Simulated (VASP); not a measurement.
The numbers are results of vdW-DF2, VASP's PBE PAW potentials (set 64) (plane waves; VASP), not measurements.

VASP ran on this input.

**POSCAR**
```
Co
1
    1.2550000000    -2.1737240000     0.0000000000
    1.2550000000     2.1737240000     0.0000000000
    0.0000000000     0.0000000000     4.0700000000
Co
2
Direct
  0.3333330000   0.6666670000   0.2500000000
  0.6666670000   0.3333330000   0.7500000000
```

KPOINTS:
```
Automatic mesh
0
Gamma
15 15 8
0 0 0
```

### INCAR
```
LASPH = .TRUE.   ! aspherical one-centre terms
ALGO = Normal   ! blocked Davidson
NSW = 60   ! most ionic steps
EDIFFG = -0.01
AGGAC = 0.0
LMAXMIX = 4   ! l cut-off of mixed one-centre charges
ISPIN = 2
LORBIT = 10
SIGMA = 0.1   ! width (eV)
IBRION = 2   ! conjugate gradients
ENCUT = 520   ! plane-wave cut-off (eV)
PREC = Accurate
ISIF = 3   ! ions, shape and volume
EDIFF = 1E-6
LWAVE = .FALSE.
LCHARG = .FALSE.
NELM = 100   ! most electronic steps
LREAL = .FALSE.
LUSE_VDW = .TRUE.
ISMEAR = 1
MAGMOM = 1.8 1.8
GGA = ML
SYSTEM = Co
ZAB_VDW = -1.8867
```

POTCAR, in this order: Co (PBE.64 set). Program: vasp_std.

Energy and stress use the plane-wave basis of the starting cell.

What does the run give for the energy per atom (σ→0), cell moment, volume per atom, band gap (on the k-mesh)?

| Property | Result |
|---|---|
| energy per atom (σ→0) | -3.705 eV/atom |
| cell moment | 3.22 μB |
| band gap (on the k-mesh) | none (metal, semimetal or under 0.01 eV) |
| volume per atom | 11.56 Å^3/atom |

**OSZICAR**
```
...
   3 F= -.74103466E+01 E0= -.74108060E+01  d E =-.214055E-01  mag=     3.2262
       N       E                     dE             d eps       ncg     rms          rms(c)
DAV:   1    -0.741057059662E+01   -0.22433E-03   -0.65165E-03  8870   0.711E-01    0.904E-02
DAV:   2    -0.741043619459E+01    0.13440E-03   -0.12081E-04 10065   0.213E-01    0.462E-02
DAV:   3    -0.741039282079E+01    0.43374E-04   -0.63409E-05  9639   0.109E-01    0.257E-02
DAV:   4    -0.741039430859E+01   -0.14878E-05   -0.91177E-06  9716   0.496E-02    0.570E-03
DAV:   5    -0.741039498122E+01   -0.67263E-06   -0.39234E-07  4253   0.113E-02
   4 F= -.74103950E+01 E0= -.74108442E+01  d E =-.483932E-04  mag=     3.2246
```

The compound is Co in the hcp structure. This run relaxes it. Symmetry was kept, so distortions that lower it aren't found.
